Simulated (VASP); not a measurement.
All values below come from PBE GGA, VASP's PBE PAW potentials (set 64) (plane waves; VASP).

VASP input:

### KPOINTS
```
kpoints
0
G
  6 6 6
0.5 0.5 0.5
```

File POSCAR:
```
Sb
1.0
  2.1770650000   1.2569290000   3.8298800000
 -2.1770650000   1.2569290000   3.8298800000
  0.0000000000  -2.5138580000   3.8298800000
Sb
2
Direct
  0.2682600000   0.2682600000   0.2682600000
  0.7317400000   0.7317400000   0.7317400000
```

### INCAR
```
# general
SYSTEM  = Sb
PREC    = Accurate
ENCUT   = 300
LREAL   = .False.
LASPH   = .True.
NBANDS  = 37

# electronic loop
EDIFF   = 1E-6
NELM    = 100
ALGO    = Normal
LMAXMIX = 4

# smearing
ISMEAR  = 1
SIGMA   = 0.272

# functional
GGA     = PE

# ions
ISIF    = 2

# output
LWAVE   = .False.
LCHARG  = .False.
```

POTCAR, in this order: Sb (PBE.64 set). Program: vasp_std.

Problem. What does the run give for the energy per atom (σ→0), largest force?

Solution. 
```
Item                            Value
---------------------  --------------
energy per atom (σ→0)  -4.147 eV/atom
largest force              0.152 eV/Å
```

OSZICAR:
```
...
DAV:   4    -0.829582707718E+01   -0.61282E-02   -0.61272E-02  2483   0.650E-01
DAV:   5    -0.829586692793E+01   -0.39851E-04   -0.39851E-04  2470   0.531E-02    0.290E+00
DAV:   6    -0.829499025947E+01    0.87667E-03   -0.17120E-03  2481   0.101E-01    0.174E+00
DAV:   7    -0.829440111293E+01    0.58915E-03   -0.43992E-03  2369   0.158E-01    0.779E-02
DAV:   8    -0.829453255902E+01   -0.13145E-03   -0.16437E-04  2531   0.293E-02    0.193E-02
DAV:   9    -0.829455991093E+01   -0.27352E-04   -0.21860E-05  2397   0.106E-02    0.721E-03
DAV:  10    -0.829455980779E+01    0.10314E-06   -0.15475E-06  2569   0.285E-03
   1 F= -.82945598E+01 E0= -.82936283E+01  d E =-.279461E-02
```

The structure comes from a computed database's Sb entry; how it stands against other phases isn't given here. The cell was not relaxed at this level. The run is one of a series of settings (NBANDS = 37 against the base run), some of them coarse on purpose.
